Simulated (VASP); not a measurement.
The system is OsO3.

```
CELL_PARAMETERS angstrom
-1.65525 1.65525 3.39435
1.65525 -1.65525 3.39435
1.65525 1.65525 -3.39435
ATOMIC_POSITIONS crystal
Os 0.00000 0.00000 0.00000
O 0.75000 0.25000 0.50000
O 0.25000 0.75000 0.50000
O 0.50000 0.50000 0.00000
```

The cell was built by a generator and needn't be a form met in nature.

```yaml
Program: VASP 6.6.1
Task: relaxation of cell and atoms
Functional: PBE
Potentials_or_basis: VASP PAW PBE potentials, release 64 (Os, O)
Cutoff: 600 eV
k_mesh: 11 × 11 × 11
Occupations: gaussian, width 0.05 eV
Spin: no spin polarisation
```

At the start: pressure -22.1 GPa; volume 9.30 Å³/atom.

**Question.** Where does the relaxation end?

**Answer.** Over 16 steps the energy falls by 254.3 meV/atom and the volume is 8.27 Å³/atom (-11.0 %); space group I4/mmm (No. 139, to 0.05 Å).

Step by step:
```csv
step,energy change (eV),largest force (eV/Å),pressure (GPa),volume (Å³)
1,0.0000,0.0000,-22.10,37.20
2,-0.5640,0.0000,30.78,30.60
3,-0.6509,0.0000,12.71,32.10
4,-0.9834,0.0000,7.82,32.31
5,-0.9977,0.0000,7.68,32.31
6,-0.9867,0.0000,-8.83,34.17
7,-1.0170,0.0000,-0.16,33.11
8,-1.0170,0.0000,0.04,33.10
9,-1.0171,0.0000,0.04,33.09
10,-1.0172,0.0000,0.10,33.09
11,-1.0172,0.0000,0.10,33.09
12,-1.0172,0.0000,0.11,33.09
13,-1.0172,0.0000,0.11,33.09
14,-1.0172,0.0000,0.13,33.09
15,-1.0172,0.0000,-0.24,33.12
16,-1.0172,0.0000,0.01,33.10
```

Final structure:
```yaml
crystal:
  lattice:
    - [-1.72238, 1.72238, 2.78935]
    - [1.72238, -1.72238, 2.78935]
    - [1.72238, 1.72238, -2.78935]
  atoms:
    - { symbol: Os, position: [0.00000, 0.00000, 0.00000] }
    - { symbol: O, position: [0.75000, 0.25000, 0.50000] }
    - { symbol: O, position: [0.25000, 0.75000, 0.50000] }
    - { symbol: O, position: [0.50000, 0.50000, 0.00000] }
```
